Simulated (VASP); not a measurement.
# Au3Ir (ordered alloy cell): computed properties

All values below come from PBEsol GGA, VASP's PBE PAW potentials (set 64) (plane waves; VASP 6.6.1).

For Au₃Ir, the space group is Cmmm (65), the cell is a = 5.867 Å, b = 7.943 Å, c = 2.774 Å, α = 90.00°, β = 90.00°, γ = 90.00° and the volume per atom is 16.16 Å³/atom. The band gap (over mesh and band path) comes out as none (metal, semimetal or under 0.01 eV) and the density is 20.12 g/cm³.

Space group Cmmm (No. 65); a = 5.8668 Å, b = 7.9434 Å, c = 2.7742 Å, α = β = γ = 90.00°

```json
[
 {"atom": "Ir", "site": "2a", "symmetry": "mmm", "x": "0.0000", "y": "0.0000", "z": "0.0000"},
 {"atom": "Au", "site": "4f", "symmetry": "..2/m", "x": "0.2500", "y": "0.2500", "z": "0.5000"},
 {"atom": "Au", "site": "2b", "symmetry": "mmm", "x": "0.0000", "y": "0.5000", "z": "0.0000"}
]
```
(The calculation used a cell of 4 atoms; values per cell refer to that cell.)

Unless said otherwise, spin-orbit coupling is left out, though it shifts the bands of the heavy elements here.

The structure was generated: Au3Ir was put into an ordered model structure (Cmmm), which need not be its known phase. It was relaxed first. Symmetry was kept, so distortions that lower it aren't found.
